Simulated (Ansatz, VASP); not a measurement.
## Two plane-wave programs on La2LuN3

File INCAR:

```
PREC     = Accurate       # precision mode
ENCUT    = 520            # plane-wave cutoff, eV
EDIFF    = 1E-6           # SCF threshold, eV
ISMEAR   = 0              # smearing method
SIGMA    = 0.1            # smearing width, eV
LREAL    = F              # projectors in reciprocal space
LASPH    = T              # aspherical terms in the spheres
NELM     = 100            # most SCF steps
ALGO     = Normal         # electronic algorithm
ISIF     = 2              # what is computed and relaxed
LWAVE    = F              # write WAVECAR
LCHARG   = F              # write CHGCAR
GGA      = PE             # functional
NBANDS   = 40             # bands
```

The input KPOINTS:

```
Automatic mesh
0
Gamma
  4 4 6
```

File POSCAR:

```
La2LuN3
1.0
    3.1956173600     -4.8730716000      0.0000000000
    3.1956173600      4.8730716000      0.0000000000
    0.0000000000      0.0000000000      3.1809073500
La Lu N
2 1 3
Direct
    0.2156325000      0.7843675000      0.0000000000
    0.7843675000      0.2156325000      0.0000000000
    0.5000000000      0.5000000000      0.0000000000
    0.0000000000      0.0000000000      0.0000000000
    0.5000000000      0.0000000000      0.5000000000
    0.0000000000      0.5000000000      0.5000000000
```

Input for Ansatz:

```yaml
crystal:
  lattice:
    - [3.19561736, -4.8730716, 0.0]
    - [3.19561736, 4.8730716, 0.0]
    - [0.0, 0.0, 3.18090735]
  atoms:
    - { symbol: La, position: [0.2156325, 0.7843675, 0.0] }
    - { symbol: La, position: [0.7843675, 0.2156325, 0.0] }
    - { symbol: Lu, position: [0.5, 0.5, 0.0] }
    - { symbol: "N", position: [0.0, 0.0, 0.0] }
    - { symbol: "N", position: [0.5, 0.0, 0.5] }
    - { symbol: "N", position: [0.0, 0.5, 0.5] }
basis:
  ecutwfc: 420
kpoints:
  mp_grid: { grid: [4, 4, 6] }
hamiltonian:
  xc: pbe
scf:
  occupations: { method: gaussian, width: 0.1 }
  lower_state_search: "off"
output:
  forces: true
  stress: true
  eigenvalues: true
```

Change from the starting cell: species swapped into the NaH2Pd3 type (Cmmm, No. 65).

Alike in both runs: task single point; functional PBE; k mesh 4 × 4 × 6; occupations gaussian, width 0.1 eV; no spin polarisation.

|  | VASP | Ansatz |
| --- | --- | --- |
| version | VASP 6.6.1 | Ansatz 0.2.0 |
| potentials or method | VASP PAW PBE potentials, release 64 (La, Lu, N) | scalar-relativistic, plane waves, PAW |
| plane-wave cutoff (eV) | 520 | 420 |
| valence electrons in the cell | 62 | 62 |

Ansatz gave:

| Item | Value |
| --- | --- |
| gap on the k mesh at the Fermi level (eV) | none |
| rms of the force components (eV/Å) | 1.153 |

Problem. Which values does VASP return?

Solution. gap on the k mesh at the Fermi level (eV): none; rms of the force components (eV/Å): 1.163.

Atom by atom the forces differ by 0.010 eV/Å (rms over components). A gap of «none» marks a metal or a gap that the smearing closes. With one functional, cell and mesh, what is left measures potentials, basis and numerics.

Caveats: forces of over 1 eV/Å show positions far from the minimum, so gaps and moduli don't describe the material at rest. Spin-orbit coupling is left out, which matters for the levels of La, Lu.
